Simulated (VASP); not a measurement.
```xyz
64
Lattice="7.1466 0.0000 0.0000 0.0000 7.1466 0.0000 0.0000 0.0000 7.1466" Properties=species:S:1:pos:R:3 pbc="T T T"
C      3.5733     0.0000     0.0000
C      4.4666     0.8933     0.8933
C      5.3599     1.7866     0.0000
C      6.2532     2.6800     0.8933
C      5.3599     0.0000     1.7866
C      6.2532     0.8933     2.6800
C      0.0000     0.0000     0.0000
C      0.8933     0.8933     0.8933
C      1.7866     1.7866     0.0000
C      2.7008     2.7254     0.9035
C      3.5733     3.5733     0.0000
C      4.4463     4.4711     0.9397
C      5.3599     5.3599     0.0000
C      6.2532     6.2532     0.8933
C      1.7866     0.0000     1.7866
C      2.6604     0.8571     2.7276
C      3.5240     1.8262     1.7720
C      4.5094     2.6700     2.6768
C      5.3546     3.6142     1.8009
C      6.2272     4.4843     2.6729
C      3.5733     0.0000     3.5733
C      4.4988     0.9071     4.5164
C      5.3626     1.7611     3.5260
C      6.2723     2.6596     4.4936
C      5.3599     0.0000     5.3599
C      6.2532     0.8933     6.2532
C      0.0000     3.5733     0.0000
C      0.8933     4.4666     0.8933
C      1.7866     5.3599     0.0000
C      2.6800     6.2532     0.8933
C      0.0000     1.7866     1.7866
C      0.8665     2.7094     2.6630
C      1.7392     3.6199     1.8315
C      2.7177     4.4868     2.6474
C      3.6038     5.3486     1.8078
C      4.4455     6.2128     2.6967
C      0.0000     0.0000     3.5733
C      0.8933     0.8933     4.4666
C      1.7833     1.7496     3.5775
C      2.6480     2.6710     4.4819
C      4.4213     4.4624     4.4279
C      5.3766     5.3258     3.5997
C      6.2532     6.2532     4.4666
C      1.7866     0.0000     5.3599
C      2.6800     0.8933     6.2532
C      3.5869     1.7609     5.3877
C      4.4236     2.7067     6.2468
C      5.4068     3.6005     5.3436
C      6.2532     4.4666     6.2532
C      0.0000     5.3599     1.7866
C      0.8933     6.2532     2.6800
C      0.0000     3.5733     3.5733
C      0.9342     4.4213     4.4729
C      1.8302     5.3219     3.5726
C      2.7029     6.2924     4.4173
C      0.0000     1.7866     5.3599
C      0.8933     2.6800     6.2532
C      1.7683     3.5865     5.3313
C      2.6816     4.4786     6.2253
C      3.5632     5.3842     5.3443
C      4.4666     6.2532     6.2532
C      0.0000     5.3599     5.3599
C      0.8933     6.2532     6.2532
B      3.5317     3.5821     3.5960
```
Cell charge -1.

Computed with PBE GGA, VASP's PBE PAW potentials (set 64) (plane waves; VASP). Run with PREC = Normal, LREAL = Auto, ISYM = 0, NELECT = 256.0, EDIFF = 1E-5, 400 eV cut-off, 1×1×1 Γ-centred mesh, Gaussian smearing of 0.050 eV, potentials C B.

The cell is charged, with a uniform compensating background. The supercell is sampled at Γ alone, which is coarse: total energies, pressure and levels can be off, energies of defects by several tenths of an eV.

Task: The ions are relaxed. Give the cell that the relaxation ends in.

Result: 
```xyz
64
Lattice="7.1466 0.0000 0.0000 0.0000 7.1466 0.0000 0.0000 0.0000 7.1466" Properties=species:S:1:pos:R:3 pbc="T T T"
C      3.5726     0.0015     0.0012
C      4.4633     0.8899     0.8902
C      5.3588     1.7884     7.1460
C      6.2571     2.6836     0.8901
C      5.3586     7.1462     1.7884
C      6.2572     0.8897     2.6843
C      7.1460     0.0018     0.0010
C      0.8937     0.8957     0.8955
C      1.7864     1.7886     0.0026
C      2.6806     2.6822     0.8967
C      3.5728     3.5747     0.0011
C      4.4648     4.4667     0.8969
C      5.3588     5.3610     0.0029
C      6.2518     6.2537     0.8957
C      1.7867     0.0029     1.7884
C      2.6807     0.8965     2.6827
C      3.5830     1.7834     1.7835
C      4.4890     2.6581     2.6583
C      5.3638     3.5639     1.7833
C      6.2506     4.4664     2.6820
C      3.5728     0.0010     3.5744
C      4.4647     0.8965     4.4667
C      5.3635     1.7832     3.5639
C      6.2503     2.6823     4.4668
C      5.3589     0.0027     5.3606
C      6.2519     0.8955     6.2532
C      7.1458     3.5742     0.0012
C      0.8881     4.4646     0.8899
C      1.7866     5.3605     7.1462
C      2.6821     6.2590     0.8899
C      0.0009     1.7885     1.7885
C      0.8951     2.6823     2.6823
C      1.7814     3.5848     1.7834
C      2.6565     4.4905     2.6577
C      3.5623     5.3655     1.7830
C      4.4649     6.2521     2.6822
C      7.1461     0.0011     3.5745
C      0.8882     0.8898     4.4652
C      1.7819     1.7836     3.5852
C      2.6565     2.6582     4.4907
C      4.4889     4.4908     4.4909
C      5.3637     5.3653     3.5846
C      6.2572     6.2587     4.4649
C      1.7867     7.1461     5.3604
C      2.6821     0.8899     6.2589
C      3.5623     1.7832     5.3654
C      4.4647     2.6823     6.2522
C      5.3638     3.5849     5.3654
C      6.2571     4.4648     6.2591
C      7.1443     5.3605     1.7884
C      0.8883     6.2587     2.6840
C      7.1460     3.5745     3.5743
C      0.8950     4.4662     4.4661
C      1.7818     5.3652     3.5639
C      2.6806     6.2519     4.4667
C      7.1441     1.7881     5.3604
C      0.8882     2.6837     6.2590
C      1.7817     3.5639     5.3657
C      2.6808     4.4666     6.2524
C      3.5832     5.3653     5.3658
C      4.4635     6.2588     6.2592
C      0.0009     5.3603     5.3606
C      0.8938     6.2536     6.2534
B      3.5724     3.5746     3.5745
```
Cell charge -1.

Task: How much energy does the relaxation gain?

Result: The energy (σ→0) changes by -28.8 meV/atom, in 12 ionic steps.

The cell is a supercell with a defect, built from C (diamond): B_C, charge -1. The run is not spin-polarised, so no state with unpaired spins was tried.
